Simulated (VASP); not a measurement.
Here is the system:

```yaml
crystal:
  lattice:
    - [0.00000, 3.03588, 3.03588]
    - [3.03588, 0.00000, 3.03588]
    - [3.03588, 3.03588, 0.00000]
  atoms:
    - { symbol: Pb, position: [0.00000, 0.00000, 0.00000] }
    - { symbol: F, position: [0.25000, 0.25000, 0.25000] }
    - { symbol: F, position: [0.75000, 0.75000, 0.75000] }
```

These are PBEsol GGA, VASP's PBE PAW potentials (set 64) (plane waves; VASP) values and carry that method's errors. Settings: 600 eV cut-off, 6×6×6 Γ-centred mesh, Gaussian smearing of 0.050 eV, potentials Pb_d F.

Q: Give the stress tensor in GPa (positive for a compressed cell).

A: 
```
-5.60   0.00   0.00
 0.00  -5.60   0.00
 0.00   0.00  -5.60
```
The pressure is its mean diagonal, -5.60 GPa.

The compound is PbF2 in the fluorite structure, the β form. This cell was strained or had an atom moved on purpose.
